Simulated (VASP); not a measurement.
VASP ran on this input.

### POSCAR
```
Zn
1
    2.6554031576    -0.0000000000     0.0000000000
   -1.3277015788     2.2996470151    -0.0000000000
    0.0000000000     0.0000000000     4.6715891923
Zn
2
Direct
  0.6666670000   0.3333330000   0.7500000000
  0.3333330000   0.6666670000   0.2500000000
```

File KPOINTS:
```
Automatic mesh
0
Gamma
14 14 7
0 0 0
```

INCAR:
```
! general
SYSTEM =Zn
PREC   =Accurate
ENCUT  =480
LREAL  =F
LASPH  =T

! electronic loop
EDIFF  =1E-6
NELM   =100
ALGO   =Normal
LMAXMIX=4
LMIXTAU=T

! smearing
ISMEAR =1
SIGMA  =0.1

! functional
METAGGA=R2SCAN

! ions
IBRION =2
NSW    =60
ISIF   =3
EDIFFG =-0.01

! output
LWAVE  =F
LCHARG =F
```

POTCAR, in this order: Zn (PBE.64 set). Program: vasp_std.

### Question
Translate this r2SCAN calculation to Ansatz.

### Answer
One equivalent input (not run):
Ansatz 0.2 input:
```yaml
crystal:
  lattice:
    - [2.6554032, 0.0000000, 0.0000000]
    - [-1.3277016, 2.2996470, 0.0000000]
    - [0.0000000, 0.0000000, 4.6715892]
  atoms:
    - { symbol: Zn, position: [0.6666670, 0.3333330, 0.7500000] }
    - { symbol: Zn, position: [0.3333330, 0.6666670, 0.2500000] }
kpoints:
  mp_grid: { grid: [14, 14, 7] }
hamiltonian:
  xc: r2scan
  pseudopotentials: { kind: paw }
scf:
  occupations: { method: methfessel_paxton, width: 0.1 }
  max_iter: 100
relax:
  max_steps: 60
  f_tol: 0.01
  cell: {}
output: { forces: true, stress: true, eigenvalues: true }
```
Limits of the translation: each code has its own PAW files, so the cut-off isn't converted (ENCUT is set for VASP's; basis.ecutwfc is left out, and Ansatz then takes the one that its files recommend); Ansatz stops its SCF on the density residual and VASP on the energy change (EDIFF).

The compound is Zn in the hcp structure. This run relaxes it. Symmetry was kept, so distortions that lower it aren't found. The start is the result of an earlier pass.
